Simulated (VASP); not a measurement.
WS2 (2H layered): computed properties

The numbers are results of LDA (Ceperley-Alder, Perdew-Zunger), VASP's LDA PAW potentials (set 64) (plane waves; VASP 6.6.1), not measurements.

```json
{
 "space_group": "P6_3/mmc (194)",
 "cell": "a = 3.1284 Å, b = 3.1284 Å, c = 12.1782 Å, α = 90.00°, β = 90.00°, γ = 120.00°",
 "volume_per_atom": "17.20 Å³/atom",
 "band gap (over mesh and band path)": "0.86 eV",
 "smallest direct gap (over mesh and band path)": "1.89 eV",
 "band_edge_character": "indirect, Γ to K-Γ at 0.44",
 "density": "7.98 g/cm³",
 "optical Γ-point spectrum": "28 (×2), 43, 297 (×2), 299 (×2), 357 (×4), 419, 422, 437, 441 cm⁻¹"
}
```

WS₂ is taken in the hexagonal space group P6₃/mmc (No. 194), Pearson symbol hP6. Cell: a = 3.1284 Å, b = 3.1284 Å, c = 12.1782 Å, α = 90.00°, β = 90.00°, γ = 120.00°. W on 2c is coordinated by 6 S at 2.389 Å (trigonal prismatic). S on 4f has 3 W at 2.389 Å (trigonal pyramidal). (Neighbours: up to the widest gap in distance over summed covalent radii, below 1.35, at either atom; cation-cation and far metal-metal contacts left out.)

Measured: a 3.153 Å at 300 K (computed value off by -0.8 %), c 12.323 Å at 300 K (computed value off by -1.2 %), as given by arXiv:1605.07067. The calculation is for a static lattice, while the measured a, c hold thermal and zero-point effects, which are part of the difference.  Unless said otherwise, spin-orbit coupling is left out, though it shifts the bands of the heavy elements here.

The compound is WS2 in the 2H layered structure. It was relaxed first. Symmetry was kept, so distortions that lower it aren't found.
